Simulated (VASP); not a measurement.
OSZICAR of a VASP run on HfC (rock salt):

### OSZICAR
```
       N       E                     dE             d eps       ncg     rms          rms(c)
DAV:   1     0.241942957533E+02    0.24194E+02   -0.78639E+03  2288   0.122E+03
DAV:   2    -0.233024759481E+02   -0.47497E+02   -0.44996E+02  2905   0.220E+02
DAV:   3    -0.250142546693E+02   -0.17118E+01   -0.16829E+01  2937   0.322E+01
DAV:   4    -0.250293900271E+02   -0.15135E-01   -0.15061E-01  2626   0.313E+00
DAV:   5    -0.250295971265E+02   -0.20710E-03   -0.20706E-03  3034   0.300E-01    0.646E+01
DAV:   6    -0.222539651485E+02    0.27756E+01   -0.17226E+01  2516   0.219E+01    0.447E+01
DAV:   7    -0.221913587905E+02    0.62606E-01   -0.52715E-01  2606   0.576E+00    0.238E+01
DAV:   8    -0.221812907647E+02    0.10068E-01   -0.34919E-02  2545   0.185E+00    0.420E+00
DAV:   9    -0.221778373101E+02    0.34535E-02   -0.17463E-02  2578   0.800E-01    0.182E+00
DAV:  10    -0.221775882938E+02    0.24902E-03   -0.98542E-04  2680   0.261E-01    0.172E-01
DAV:  11    -0.221775863966E+02    0.18971E-05   -0.79013E-05  2667   0.734E-02    0.466E-02
DAV:  12    -0.221775842422E+02    0.21545E-05   -0.34983E-06  2682   0.173E-02    0.372E-02
DAV:  13    -0.221775840047E+02    0.23745E-06   -0.18252E-07  2085   0.449E-03    0.456E-04
DAV:  14    -0.221775839925E+02    0.12185E-07   -0.47300E-09  1294   0.614E-04
   1 F= -.22177584E+02 E0= -.22177543E+02  d E =-.124131E-03
```

**Question.** Which electronic solver shows in the log?

**Answer.** It is blocked Davidson (ALGO = Normal, or the opening steps of other solvers). The INCAR had ALGO = Normal.

**Question.** Can the final energy be trusted as converged?

**Answer.** The run converged. It stopped with EDIFF = 1E-7, NELM = 100 (PBEsol GGA, plane waves, VASP's PBE PAW potentials (set 64)).

The compound is HfC in the rock salt structure. This cell is one point of a volume scan, at 0.97 of the reference volume.
